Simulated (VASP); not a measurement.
All values below come from r2SCAN meta-GGA, VASP's PBE PAW potentials (set 64) (plane waves; VASP 6.6.1).

VASP input:

**POSCAR**
```
Si
1.0
  0.0000000000   2.7198060285   2.7062069983
  2.7198060285   0.0000000000   2.7062069983
  2.7198060285   2.7198060285   0.0000000000
Si
2
Cartesian
  0.0000000000   0.0000000000   0.0000000000
  1.3599030142   1.3599030142   1.3531034991
```

File KPOINTS:
```
K-points
0
G
 8 8 8
0 0 0
```

### INCAR
```
# general
SYSTEM  = Si
PREC    = Accurate
ENCUT   = 480
LREAL   = .FALSE.
LASPH   = .TRUE.

# electronic loop
EDIFF   = 1E-7
NELM    = 100
ALGO    = Normal
LMIXTAU = .TRUE.

# smearing
ISMEAR  = 0
SIGMA   = 0.05

# functional
METAGGA = R2SCAN

# ions
ISIF    = 2

# output
LWAVE   = .FALSE.
LCHARG  = .FALSE.
```

POTCAR, in this order: Si (PBE.64 set). Program: vasp_std.

Output of the run:

OSZICAR:
```
       N       E                     dE             d eps       ncg     rms          rms(c)
DAV:   1    -0.135898751079E+01   -0.13590E+01   -0.31431E+03   944   0.745E+02
DAV:   2    -0.184803714984E+02   -0.17121E+02   -0.16461E+02  1408   0.812E+01
DAV:   3    -0.187125895076E+02   -0.23222E+00   -0.22917E+00  1232   0.118E+01
DAV:   4    -0.187138321073E+02   -0.12426E-02   -0.12426E-02  1488   0.930E-01
DAV:   5    -0.187138337888E+02   -0.16815E-05   -0.16818E-05  1240   0.234E-02    0.604E+00
DAV:   6    -0.175420604492E+02    0.11718E+01   -0.14787E-01  1112   0.302E+00    0.424E+00
DAV:   7    -0.184991393694E+02   -0.95708E+00   -0.63260E-01  1000   0.408E+00    0.833E-01
DAV:   8    -0.175435180184E+02    0.95562E+00   -0.15061E-01   976   0.276E+00    0.437E-01
DAV:   9    -0.175167072827E+02    0.26811E-01   -0.66273E-02  1048   0.215E+00    0.313E-01
DAV:  10    -0.175466680217E+02   -0.29961E-01   -0.27013E-02   944   0.151E+00    0.810E-02
DAV:  11    -0.175469405533E+02   -0.27253E-03   -0.32440E-04  1480   0.175E-01    0.468E-02
DAV:  12    -0.175469663047E+02   -0.25751E-04   -0.18431E-04   968   0.171E-01    0.389E-02
DAV:  13    -0.175469344835E+02    0.31821E-04   -0.76312E-05  1048   0.124E-01    0.190E-02
DAV:  14    -0.175469744673E+02   -0.39984E-04   -0.18320E-05  1064   0.507E-02    0.102E-02
DAV:  15    -0.175469723052E+02    0.21621E-05   -0.13205E-06  1208   0.157E-02    0.815E-03
DAV:  16    -0.175469724853E+02   -0.18008E-06   -0.19053E-07  1272   0.446E-03    0.178E-03
DAV:  17    -0.175469725027E+02   -0.17395E-07   -0.52409E-08   656   0.247E-03
   1 F= -.17546973E+02 E0= -.17546973E+02  d E =-.112254E-16
```

### OUTCAR
```
------------------------ aborting loop because EDIFF is reached ----------------------------------------
  FORCE on cell =-STRESS in cart. coord.  units (eV):
  Direction    XX          YY          ZZ          XY          YZ          ZX
  --------------------------------------------------------------------------------------
  Total        0.0837062      0.0837062      0.2168193      0.0000000     -0.0000000      0.0000000
  in kB        3.3496659      3.3496659      8.6764399      0.0000000     -0.0000000      0.0000000
  external PRESSURE =       5.1252572 kB  Pullay stress =       0.0000000 kB
  volume of cell :       40.04
      direct lattice vectors                 reciprocal lattice vectors
     0.000000000  2.719806028  2.706206998    -0.183836639  0.183836639  0.184760442
     2.719806028  0.000000000  2.706206998     0.183836639 -0.183836639  0.184760442
     2.719806028  2.719806028  0.000000000     0.183836639  0.183836639 -0.184760442
 POSITION                                       TOTAL-FORCE (eV/Angst)
 -----------------------------------------------------------------------------------
      0.00000      0.00000      0.00000        -0.000000     -0.000000      0.000000
      1.35990      1.35990      1.35310         0.000000      0.000000     -0.000000
 -----------------------------------------------------------------------------------
    total drift:                                0.000000      0.000000     -0.000000
  FREE ENERGIE OF THE ION-ELECTRON SYSTEM (eV)
  ---------------------------------------------------
  free  energy   TOTEN  =       -17.5469725027 eV

  energy  without entropy=      -17.5469725027  energy(sigma->0) =      -17.54697250
```
(Selected blocks of OUTCAR.)

### OUTCAR
```
 val. band max:        5.7649976760   @ k =   0.0000   0.0000   0.0000

 cond. band min:       6.5219019345   @ k =   0.3750   0.3750   0.0000


 Fermi energy:         6.0352857925

 k-point     1 :       0.0000    0.0000    0.0000
  band No.  band energies     occupation
      1      -6.7870      2.00000
      2       5.7275      2.00000
      3       5.7275      2.00000
      4       5.7650      2.00000
      5       8.4848      0.00000
      6       8.5051      0.00000
      7       8.5051      0.00000
      8       9.7302      0.00000

 k-point     2 :       0.1250    0.0000    0.0000
  band No.  band energies     occupation
      1      -6.5721      2.00000
      2       4.1036      2.00000
      3       5.4200      2.00000
      4       5.4497      2.00000
      5       8.5423      0.00000
      6       8.9434      0.00000
      7       8.9532      0.00000
      8      11.0265      0.00000

 k-point     3 :       0.2500    0.0000    0.0000
  band No.  band energies     occupation
      1      -5.9452      2.00000
      2       1.6689      2.00000
      3       4.9155      2.00000
      4       4.9545      2.00000
      5       8.1098      0.00000
      6       9.4924      0.00000
      7       9.5067      0.00000
      8      13.2965      0.00000

 k-point     4 :       0.3750    0.0000    0.0000
  band No.  band energies     occupation
      1      -5.0047      2.00000
      2      -0.4536      2.00000
      3       4.5629      2.00000
      4       4.6100      2.00000
      5       7.7522      0.00000
      6       9.4258      0.00000
      7       9.4626      0.00000
      8      14.2427      0.00000

 k-point     5 :       0.5000    0.0000    0.0000
  band No.  band energies     occupation
      1      -4.3340      2.00000
      2      -1.5284      2.00000
      3       4.4418      2.00000
      4       4.4920      2.00000
      5       7.6245      0.00000
      6       9.3076      0.00000
      7       9.3486      0.00000
...
```

The compound is Si in the diamond structure. This cell was strained or had an atom moved on purpose.
